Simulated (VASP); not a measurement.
The system is Sn2C.

```
CELL_PARAMETERS angstrom
3.40000 0.00000 0.00000
-1.70000 2.94449 0.00000
0.00000 0.00000 6.56000
ATOMIC_POSITIONS crystal
Sn 0.66667 0.33333 0.79000
Sn 0.33333 0.66667 0.21000
C 0.00000 0.00000 0.00000
```

The cell was built by a generator and needn't be a form met in nature.

| Property | Result |
| --- | --- |
| Program | VASP 6.6.1 |
| Task | relaxation of cell and atoms |
| Functional | PBE |
| Potentials or basis | VASP PAW PBE potentials, release 64 (Sn_d, C) |
| Cutoff | 520 eV |
| k mesh | 7 × 7 × 3 |
| Occupations | gaussian, width 0.15 eV |
| Spin | no spin polarisation |

At the start: pressure 0.6 GPa; volume 21.89 Å³/atom.

Question: Where does the relaxation end?

Answer: Over 12 steps the energy falls by 7.0 meV/atom and the volume is 21.64 Å³/atom (-1.2 %); space group P-3m1 (No. 164, to 0.05 Å).

The path:
```
step  energy change (eV)  largest force (eV/Å)  pressure (GPa)  volume (Å³)
   1              0.0000                0.0096            0.62        65.67
   2             -0.0110                0.1084            0.13        66.47
   3             -0.0111                0.1449           -0.66        66.71
   4             -0.0112                0.1255           -0.36        66.60
   5             -0.0138                0.1081           -0.21        66.23
   6             -0.0190                0.1275            0.81        65.19
   7             -0.0176                0.1867            0.00        65.53
   8             -0.0185                0.1389            0.27        65.30
   9             -0.0187                0.1555            0.34        65.25
  10             -0.0189                0.1596           -0.14        65.22
  11             -0.0212                0.0311           -0.14        64.89
  12             -0.0211                0.0310            0.14        64.91
```

Final structure:
```yaml
crystal:
  lattice:
    - [3.43561, 0.00000, 0.00000]
    - [-1.71781, 2.97533, 0.00000]
    - [0.00000, 0.00000, 6.35026]
  atoms:
    - { symbol: Sn, position: [0.66667, 0.33333, 0.78440] }
    - { symbol: Sn, position: [0.33333, 0.66667, 0.21560] }
    - { symbol: C, position: [0.00000, 0.00000, 0.00000] }
```

Caveat: this functional lacks dispersion, which binds the layers, so the pressure and a relaxed spacing across them are unreliable.
